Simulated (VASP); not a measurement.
# MgH2: structure and properties in VASP, part 4 of 6

Aim: relax MgH2, then compute properties on the relaxed cell. The start is a cell from a database of measured crystal structures.

VASP 6.6.1; AM05; plane waves and PAW (Mg, H).

So far, gap on the k-mesh (eV): step 2 (full relaxation (AM05)) 3.74; step 6 (density of states (AM05)) 3.62.

## (7) Zone-centre phonons (AM05)

Zone-centre modes test whether the atoms sit at a minimum within this cell. IBRION = 8 takes the force constants from linear response, which needs tightly converged orbitals.

Input file INCAR:

```
SYSTEM = MgH2
PREC = Accurate
ENCUT = 400
EDIFF = 1E-08
NELM = 100
ISMEAR = 0
SIGMA = 0.05
LREAL = .FALSE.
ALGO = Normal
GGA = AM
NBANDS = 10
LORBIT = 11
LWAVE = .FALSE.
LCHARG = .FALSE.
KPAR = 4
IBRION = 8
LEPSILON = .TRUE.
ISIF = 2
```

Input file POSCAR:

```
MgH2
1.0
    4.4816113774      0.0000000000      0.0000000000
    0.0000000000      4.4816113774      0.0000000000
    0.0000000000      0.0000000000      3.0069633913
Mg H
2 4
Direct
    0.0000000000      0.0000000000      0.0000000000
    0.5000000000      0.5000000000      0.5000000000
    0.3044375503      0.3044375503      0.0000000000
    0.1955624497      0.8044375503      0.5000000000
    0.6955624497      0.6955624497      0.0000000000
    0.8044375503      0.1955624497      0.5000000000
```

Input file KPOINTS:

```
Automatic mesh
0
Gamma
5 5 7
0 0 0
```

PAW data sets: Mg and H (PBE family, release 64).

The run is started by

```bash
mpirun -np 4 vasp_std
```

Output:

```text
[... set-up lines as in an earlier step ...]
 entering main loop
       N       E                     dE             d eps       ncg     rms          rms(c)
[... 10 cycles as in an earlier step ...]
DAV:  11    -0.172440750175E+02    0.19359E-05   -0.55632E-06   562   0.111E-02    0.185E-03
DAV:  12    -0.172440750280E+02   -0.10494E-07   -0.22285E-07   526   0.335E-03    0.286E-04
DAV:  13    -0.172440750343E+02   -0.62236E-08   -0.76479E-09   560   0.590E-04
   1 F= -.17244075E+02 E0= -.17244075E+02  d E =-.442178E-16
 Linear response reoptimize wavefunctions to high precision
DAV:   1    -0.172440750337E+02    0.56500E-09   -0.13708E-09   552   0.246E-04
DAV:   2    -0.172440750337E+02    0.56559E-11   -0.14194E-11   280   0.283E-05
 Linear response G [H, r] |phi>, progress :
  Direction:   1
       N       E                     dE             d eps       ncg     rms
RMM:   1    -0.276241707727E+02   -0.27624E+02    0.18573E+01  1004   0.285E+01
RMM:   2    -0.263446043392E+02    0.12796E+01   -0.56458E-01   793   0.476E+00
RMM:   3    -0.263451211600E+02   -0.51682E-03   -0.24842E-03   813   0.305E-01
RMM:   4    -0.263451211348E+02    0.25156E-07   -0.22980E-05   862   0.322E-02
RMM:   5    -0.263451213492E+02   -0.21435E-06   -0.63312E-07   841   0.446E-03
RMM:   6    -0.263451213523E+02   -0.30838E-08   -0.15468E-07   895   0.945E-04
RMM:   7    -0.263451213592E+02   -0.68921E-08   -0.16639E-07   772   0.443E-04
RMM:   8    -0.263451213602E+02   -0.10681E-08   -0.17762E-07   642   0.380E-04
RMM:   9    -0.263451213601E+02    0.96147E-10   -0.17060E-07   595   0.379E-04
RMM:  10    -0.263451213601E+02    0.36948E-11   -0.16263E-07   565   0.379E-04
RMM:  11    -0.263451213602E+02   -0.27065E-10   -0.15917E-07   526   0.379E-04
 Linear response G [H, r] |phi>, progress :
  Direction:   2
       N       E                     dE             d eps       ncg     rms
RMM:   1    -0.359492637789E+02   -0.35949E+02   -0.34282E+00  1035   0.286E+01
RMM:   2    -0.334701080050E+02    0.24792E+01   -0.88636E-01   778   0.594E+00
RMM:   3    -0.334705339041E+02   -0.42590E-03   -0.32326E-03   806   0.348E-01
RMM:   4    -0.334705362928E+02   -0.23886E-05   -0.27249E-05   838   0.359E-02
RMM:   5    -0.334705365441E+02   -0.25133E-06   -0.42523E-07   832   0.485E-03
RMM:   6    -0.334705365428E+02    0.13055E-08    0.15026E-07   863   0.949E-04
RMM:   7    -0.334705365442E+02   -0.13648E-08    0.12315E-07   755   0.370E-04
RMM:   8    -0.334705365413E+02    0.28986E-08    0.22874E-07   608   0.301E-04
RMM:   9    -0.334705365413E+02   -0.59259E-11    0.23573E-07   540   0.300E-04
RMM:  10    -0.334705365413E+02   -0.99476E-11    0.23784E-07   514   0.300E-04
RMM:  11    -0.334705365413E+02   -0.39904E-10    0.29795E-07   466   0.300E-04
 Linear response G [H, r] |phi>, progress :
  Direction:   3
       N       E                     dE             d eps       ncg     rms
RMM:   1    -0.298179957709E+02   -0.29818E+02   -0.65201E-01   892   0.255E+01
RMM:   2    -0.299188805122E+02   -0.10088E+00   -0.47646E-01   763   0.388E+00
RMM:   3    -0.299213915732E+02   -0.25111E-02   -0.16613E-03   777   0.237E-01
RMM:   4    -0.299213989618E+02   -0.73887E-05   -0.16470E-05   814   0.241E-02
RMM:   5    -0.299213990840E+02   -0.12214E-06   -0.54066E-07   786   0.365E-03
RMM:   6    -0.299213990869E+02   -0.28658E-08   -0.28740E-07   773   0.929E-04
RMM:   7    -0.299213990868E+02    0.50075E-10   -0.27841E-07   665   0.568E-04
RMM:   8    -0.299213990870E+02   -0.17305E-09   -0.27983E-07   550   0.519E-04
RMM:   9    -0.299213990868E+02    0.17963E-09   -0.27790E-07   492   0.518E-04
RMM:  10    -0.299213990870E+02   -0.17783E-09   -0.27985E-07   470   0.519E-04
 Linear response to external field (no local field effect), progress :
  Direction:   1
       N       E                     dE             d eps       ncg     rms          rms(c)
RMM:   1    -0.433815766332E+00   -0.43382E+00   -0.74400E-01  1004   0.264E+00
RMM:   2    -0.436521013073E+00   -0.27052E-02   -0.17510E-03   788   0.278E-01
RMM:   3    -0.436529874095E+00   -0.88610E-05   -0.81500E-06   790   0.191E-02
RMM:   4    -0.436529925801E+00   -0.51706E-07   -0.90761E-08   801   0.206E-03
RMM:   5    -0.436529926481E+00   -0.68021E-09   -0.21613E-09   794   0.289E-04
 change of polarisation eV/A/(eV/A) component  1 :     0.873     0.058    -0.099
 dielectric tensor                  component  1 :     3.616     0.175    -0.297
 Linear response to external field (no local field effect), progress :
  Direction:   2
       N       E                     dE             d eps       ncg     rms          rms(c)
RMM:   1    -0.631091786069E+00   -0.63109E+00   -0.10156E+00  1021   0.273E+00
RMM:   2    -0.633778411126E+00   -0.26866E-02   -0.19371E-03   782   0.296E-01
RMM:   3    -0.633788707898E+00   -0.10297E-04   -0.90597E-06   795   0.209E-02
RMM:   4    -0.633788762136E+00   -0.54239E-07   -0.10530E-07   805   0.221E-03
RMM:   5    -0.633788762980E+00   -0.84381E-09   -0.31261E-09   799   0.308E-04
 change of polarisation eV/A/(eV/A) component  2 :     0.058     1.268    -0.265
 dielectric tensor                  component  2 :     0.175     4.798    -0.793
 Linear response to external field (no local field effect), progress :
  Direction:   3
       N       E                     dE             d eps       ncg     rms          rms(c)
RMM:   1    -0.543009969420E+00   -0.54301E+00   -0.82037E-01   937   0.269E+00
RMM:   2    -0.545348790545E+00   -0.23388E-02   -0.20818E-03   769   0.282E-01
RMM:   3    -0.545359877435E+00   -0.11087E-04   -0.94574E-06   758   0.203E-02
RMM:   4    -0.545359935182E+00   -0.57747E-07   -0.10618E-07   770   0.202E-03
RMM:   5    -0.545359936189E+00   -0.10068E-08   -0.29437E-09   706   0.293E-04
 change of polarisation eV/A/(eV/A) component  3 :    -0.099    -0.265     1.091
 dielectric tensor                  component  3 :    -0.297    -0.793     4.268
 Linear response to external field, progress :
  Direction:   1
       N       E                     dE             d eps       ncg     rms          rms(c)
RMM:   1    -0.532453772432E+00   -0.53245E+00   -0.87981E-01  1514   0.268E+00
RMM:   2    -0.535149706738E+00   -0.26959E-02   -0.18441E-03  1178   0.287E-01    0.958E-01
RMM:   3    -0.532245506758E+00    0.29042E-02   -0.38751E-03  1178   0.434E-01    0.572E-01
RMM:   4    -0.574103031332E+00   -0.41858E-01   -0.85747E-03  1152   0.670E-01    0.554E-02
RMM:   5    -0.577780054203E+00   -0.36770E-02   -0.10796E-04  1187   0.792E-02    0.925E-03
RMM:   6    -0.578162647163E+00   -0.38259E-03   -0.26783E-06  1226   0.128E-02    0.409E-03
RMM:   7    -0.578418211367E+00   -0.25556E-03   -0.12108E-06  1187   0.857E-03    0.511E-04
RMM:   8    -0.578417431363E+00    0.78000E-06   -0.55802E-08  1257   0.121E-03    0.303E-04
RMM:   9    -0.578420687450E+00   -0.32561E-05   -0.27851E-09  1247   0.493E-04    0.587E-05
RMM:  10    -0.578419945145E+00    0.74230E-06    0.20504E-10  1103   0.962E-05    0.169E-05
RMM:  11    -0.578420116818E+00   -0.17167E-06   -0.98231E-11   687   0.402E-05    0.282E-06
 change of polarisation eV/A/(eV/A) component  1 :     1.037     0.033    -0.002
 dielectric tensor                  component  1 :     4.106     0.100    -0.005
 Linear response to external field, progress :
  Direction:   2
       N       E                     dE             d eps       ncg     rms          rms(c)
RMM:   1    -0.532453779969E+00   -0.53245E+00   -0.87981E-01  1514   0.268E+00
RMM:   2    -0.535149714284E+00   -0.26959E-02   -0.18440E-03  1178   0.287E-01    0.958E-01
RMM:   3    -0.532245518694E+00    0.29042E-02   -0.38757E-03  1178   0.434E-01    0.572E-01
RMM:   4    -0.574103125639E+00   -0.41858E-01   -0.85759E-03  1151   0.670E-01    0.554E-02
RMM:   5    -0.577780043483E+00   -0.36769E-02   -0.10795E-04  1189   0.792E-02    0.925E-03
RMM:   6    -0.578162619998E+00   -0.38258E-03   -0.26784E-06  1223   0.128E-02    0.409E-03
RMM:   7    -0.578418239930E+00   -0.25562E-03   -0.12110E-06  1186   0.857E-03    0.511E-04
RMM:   8    -0.578417431161E+00    0.80877E-06   -0.56112E-08  1261   0.121E-03    0.303E-04
RMM:   9    -0.578420700464E+00   -0.32693E-05   -0.32185E-09  1248   0.493E-04    0.587E-05
RMM:  10    -0.578419958407E+00    0.74206E-06   -0.14760E-10  1097   0.954E-05    0.168E-05
RMM:  11    -0.578420130713E+00   -0.17231E-06   -0.39917E-10   689   0.386E-05    0.287E-06
 change of polarisation eV/A/(eV/A) component  2 :     0.033     1.037    -0.179
 dielectric tensor                  component  2 :     0.100     4.106    -0.536
 Linear response to external field, progress :
  Direction:   3
       N       E                     dE             d eps       ncg     rms          rms(c)
RMM:   1    -0.543009969420E+00   -0.54301E+00   -0.82037E-01   937   0.269E+00
RMM:   2    -0.545348790545E+00   -0.23388E-02   -0.20818E-03   769   0.282E-01    0.101E+00
RMM:   3    -0.540027330390E+00    0.53215E-02   -0.50241E-03   762   0.482E-01    0.597E-01
RMM:   4    -0.585376214186E+00   -0.45349E-01   -0.11430E-02   749   0.742E-01    0.469E-02
RMM:   5    -0.588545343844E+00   -0.31691E-02   -0.85421E-05   763   0.747E-02    0.553E-03
RMM:   6    -0.588961982922E+00   -0.41664E-03   -0.20880E-06   783   0.114E-02    0.958E-04
RMM:   7    -0.588991789463E+00   -0.29807E-04   -0.59918E-08   790   0.219E-03    0.618E-05
RMM:   8    -0.588995753958E+00   -0.39645E-05   -0.92139E-10   775   0.194E-04    0.262E-05
RMM:   9    -0.588996072128E+00   -0.31817E-06   -0.52470E-10   555   0.698E-05    0.345E-06
 change of polarisation eV/A/(eV/A) component  3 :    -0.097    -0.260     1.046
 dielectric tensor                  component  3 :    -0.290    -0.779     4.135
 Linear response DOF=           4
 Linear response progress:
  Degree of freedom:   1/  4
       N       E                     dE             d eps       ncg     rms          rms(c)
RMM:   1    -0.301572662259E-02   -0.30157E-02    0.13943E-02  2568   0.554E-01
RMM:   2    -0.259278316704E-02    0.42294E-03   -0.36948E-04  1657   0.128E-01    0.409E-02
RMM:   3    -0.252488653655E-02    0.67897E-04   -0.14243E-05  1715   0.252E-02    0.254E-02
RMM:   4    -0.247813483045E-02    0.46752E-04   -0.26617E-05  1652   0.367E-02    0.306E-03
RMM:   5    -0.246877280055E-02    0.93620E-05   -0.14052E-06  1708   0.738E-03    0.583E-04
RMM:   6    -0.246818351152E-02    0.58929E-06   -0.36615E-08  1774   0.978E-04    0.206E-04
RMM:   7    -0.246848978389E-02   -0.30627E-06   -0.92440E-09  1765   0.327E-04    0.665E-05
RMM:   8    -0.246845768812E-02    0.32096E-07   -0.14804E-09  1772   0.145E-04    0.952E-06
RMM:   9    -0.246847913195E-02   -0.21444E-07   -0.39600E-10  1840   0.215E-05    0.363E-06
RMM:  10    -0.246846696116E-02    0.12171E-07   -0.40585E-11  1813   0.112E-05    0.391E-07
RMM:  11    -0.246846715831E-02   -0.19715E-09   -0.53121E-11  1343   0.549E-06    0.140E-07
 first order change of Fermi-energy  -0.53727E-03
 force on displaced ion       1 direction 1 :  -6.184  -0.187   0.000
 Born effective charge ion    1 direction 1 :   1.850   0.122   0.000
 Linear response progress:
  Degree of freedom:   2/  4
       N       E                     dE             d eps       ncg     rms          rms(c)
RMM:   1    -0.163667108740E-02   -0.16367E-02   -0.18528E-03  1310   0.294E-01
RMM:   2    -0.164476171062E-02   -0.80906E-05   -0.55676E-05  1134   0.449E-02    0.247E-02
RMM:   3    -0.164058787466E-02    0.41738E-05   -0.54020E-06  1170   0.150E-02    0.147E-02
RMM:   4    -0.165018879586E-02   -0.96009E-05   -0.88639E-06  1134   0.193E-02    0.194E-03
RMM:   5    -0.164808286847E-02    0.21059E-05   -0.31304E-07  1170   0.448E-03    0.191E-04
RMM:   6    -0.164792019745E-02    0.16267E-06   -0.15317E-09  1200   0.261E-04    0.107E-04
RMM:   7    -0.164802723522E-02   -0.10704E-06   -0.35800E-10  1206   0.128E-04    0.727E-06
RMM:   8    -0.164802308503E-02    0.41502E-08   -0.11520E-11  1244   0.146E-05    0.269E-06
 first order change of Fermi-energy  -0.28723E-01
 force on displaced ion       1 direction 3 :   0.000   0.000  -5.456
 Born effective charge ion    1 direction 3 :   0.000   0.000   1.943
 Linear response progress:
  Degree of freedom:   3/  4
       N       E                     dE             d eps       ncg     rms          rms(c)
RMM:   1    -0.175058669628E-01   -0.17506E-01   -0.80458E-03  1840   0.541E-01
RMM:   2    -0.168952783697E-01    0.61059E-03   -0.30157E-04  1655   0.115E-01    0.956E-02
RMM:   3    -0.172000205345E-01   -0.30474E-03   -0.80805E-05  1622   0.444E-02    0.534E-02
RMM:   4    -0.179059703131E-01   -0.70595E-03   -0.13146E-04  1620   0.522E-02    0.545E-03
RMM:   5    -0.179536010944E-01   -0.47631E-04   -0.23067E-06  1778   0.807E-03    0.953E-04
RMM:   6    -0.179640859302E-01   -0.10485E-04   -0.34529E-08  1850   0.963E-04    0.399E-04
RMM:   7    -0.179652136235E-01   -0.11277E-05   -0.17464E-08  1807   0.692E-04    0.683E-05
RMM:   8    -0.179655832922E-01   -0.36967E-06   -0.27601E-09  1891   0.115E-04    0.163E-05
RMM:   9    -0.179655529417E-01    0.30351E-07   -0.18340E-10  1875   0.311E-05    0.644E-06
RMM:  10    -0.179655456415E-01    0.73002E-08    0.12921E-10  1899   0.217E-05    0.103E-06
 first order change of Fermi-energy  -0.68142E+01
 force on displaced ion       3 direction 1 :  -3.633  -2.542   0.000
 Born effective charge ion    3 direction 1 :  -0.925  -0.215   0.000
 Linear response progress:
  Degree of freedom:   4/  4
       N       E                     dE             d eps       ncg     rms          rms(c)
RMM:   1    -0.170900399950E-01   -0.17090E-01   -0.76208E-03  1758   0.508E-01
RMM:   2    -0.167164489045E-01    0.37359E-03   -0.16278E-04  1716   0.805E-02    0.102E-01
RMM:   3    -0.171024635177E-01   -0.38601E-03   -0.45082E-05  1624   0.387E-02    0.583E-02
RMM:   4    -0.180268929979E-01   -0.92443E-03   -0.95541E-05  1632   0.546E-02    0.198E-03
RMM:   5    -0.180295621644E-01   -0.26692E-05   -0.10141E-06  1832   0.679E-03    0.480E-04
RMM:   6    -0.180314664813E-01   -0.19043E-05   -0.14053E-08  1837   0.950E-04    0.147E-04
RMM:   7    -0.180316637751E-01   -0.19729E-06   -0.13507E-09  1872   0.324E-04    0.177E-05
RMM:   8    -0.180315368499E-01    0.12693E-06    0.11054E-11  1901   0.422E-05    0.519E-06
RMM:   9    -0.180315184307E-01    0.18419E-07   -0.25526E-12  1926   0.236E-05    0.503E-07
RMM:  10    -0.180315170414E-01    0.13893E-08    0.60834E-11  1600   0.135E-05    0.210E-07
 first order change of Fermi-energy   0.15773E-01
 force on displaced ion       3 direction 3 :  -0.000  -0.000  -3.643
 Born effective charge ion    3 direction 3 :   0.000   0.000  -0.971
 Born effective charges drift removed
 Linear response finished
```

Elapsed: 63 s, on 4 MPI ranks of Intel Xeon Platinum 8559C (Emerald Rapids), shared host; peak memory 0.88 GiB; 4.1 min of CPU time.

[end of part 4 of 6]

[Lines on the potential files, build, host, timing and source positions are cut from VASP's logs without a mark.]

[Logs are printed without paths, hosts, clocks, repeated set-up lines and the standing remarks that a program may print on its own settings, such as how far it seeks lower states.]

[Hosts, paths, dates, database ids (printed as entryN), source tags and the programs' standing remarks are cut or masked in the printed files.]

[A measured line is paired with the nearest computed mode of its activity, which favours agreement.]

[In band tables of VASP the shares of atoms and orbitals are scaled to a sum of 1 inside the atoms' spheres.]
